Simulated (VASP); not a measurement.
## GaN: band gap against strain

GaN (wurtzite, P6_3mc, 11.115 Å³/atom and stress up to 0.24 GPa in the relaxed cell, c along z) under a strain ε along c (axis z), the other axes held. LDA in VASP (plane waves, PAW), 600 eV, 12×12×6 Γ-centred mesh, Gaussian smearing 0.05 eV; ions are relaxed, or left where forces stay under 0.02 eV/Å, within the symmetry of each cell. Gaps are the smallest on the run's k-mesh, which can miss an edge that lies off it, without spin-orbit coupling; in all rows the valence edge lies at Γ and the conduction edge at Γ.

Here s stands for strain and Eg for gap.

```csv
strain (%),gap (eV)
0.00,2.113
0.50,2.059
1.00,2.006
1.50,1.952
3.00,?
```

### Question
Fit Eg against s with a straight line, and predict the withheld value at s = 3.00.

### Answer
Means: s 0.75000, Eg 2.0325. About the means, the sum of products is -0.13400 and the sum of squares of s is 1.2500; the slope is their ratio. Least squares gives Eg = 2.1129 - 0.10720·s. Residuals (row less fit): 0.0001, -0.0003, 0.0003, -0.0001; standard error 0.0003 (degrees of freedom: 2). Over these rows the gap moves by -10.72 ± 0.03 eV per unit strain. At the withheld row, Eg = 2.1129 - 0.10720 × 3.0 = 1.7913 eV. The calculation gives 1.786 eV, 0.0053 eV below the prediction (1.6 % of the range of Eg in the table). The row lies outside the fitted rows, so this is an extrapolation. The scatter of the fitted rows lies at the last printed digit.

A polynomial of degree 2 through the 6 other runs of the series gives 1.786 there, so most of the miss is curvature that the fit leaves out. Rows are the converged runs of the series near zero and its far end; series whose fitted rows scatter by over a few per cent of the range, as at a crossing or softening among them, aren't shown in this form, nor equations of state whose B0' disagrees with the runs' pressures. Most that stay on the fit to the last digits aren't either.
